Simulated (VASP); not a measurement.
Consider the following.

```xyz
4
Lattice="1.2339 -2.1373 0.0000 1.2339 2.1373 0.0000 0.0000 0.0000 7.9189" Properties=species:S:1:pos:R:3 pbc="T T T"
C      0.0000     0.0000     1.9797
C      0.0000     0.0000     5.9392
C      1.2339     0.7124     1.9797
C      1.2339    -0.7124     5.9392
```

These are PBE GGA, VASP's PBE PAW potentials (set 64) (plane waves; VASP 6.6.1) values and carry that method's errors. Run with 520 eV cut-off, 9×9×3 Γ-centred mesh, Gaussian smearing of 0.050 eV, potentials C.

Without a dispersion term in the relaxation, distances and binding between the weakly bound layers, chains or molecules are unreliable, and so is what depends on them.

Task: Predict the energy per atom (σ→0), band gap (on the k-mesh) with the smallest direct gap where there is one.

Result: 
* **band gap (on the k-mesh)**: none (metal, semimetal or under 0.01 eV)
* **energy per atom (σ→0)**: -9.219 eV/atom

The absolute energy has meaning only against runs of the same code, potentials and settings.

The compound is C in the graphite structure. It was relaxed first, which changed the volume by +19 %. The k-mesh is coarse (spacing up to 0.33 per Å, 2π included), so the numbers may not be converged in it. The start is the result of an earlier pass.
